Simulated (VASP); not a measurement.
Given:

```
BaZrO3
1.0
    4.21395     0.00000     0.00000
    0.00000     4.21395     0.00000
    0.00000     0.00000     4.21395
Ba Zr O
1 1 3
Direct
  0.00000   0.00000   0.00000
  0.50000   0.50000   0.50000
  0.50000   0.00000   0.50000
  0.00000   0.50000   0.50000
  0.50000   0.50000   0.00000
```

Method: r2SCAN meta-GGA, VASP's PBE PAW potentials (set 64) (plane waves; VASP). Settings: 520 eV cut-off, 6×6×6 Γ-centred mesh, tetrahedra with Blöchl corrections, potentials Ba_sv Zr_sv O.

The cores are frozen, which limits the accuracy of field gradients.

Q: Give the principal components of the electric field gradient (V/Å²) and the asymmetry η at each nucleus.

A: 
| atom | Vxx | Vyy | Vzz | η |
|---|---|---|---|---|
| Ba1 | 0.0 | 0.0 | 0.0 | - |
| Zr2 | 0.0 | 0.0 | 0.0 | - |
| O3 | 6.2 | 6.2 | -12.4 | 0.00 |
| O4 | 6.2 | 6.2 | -12.4 | 0.00 |
| O5 | 6.2 | 6.2 | -12.4 | 0.00 |

The compound is BaZrO3 in the cubic perovskite structure. It was relaxed first.
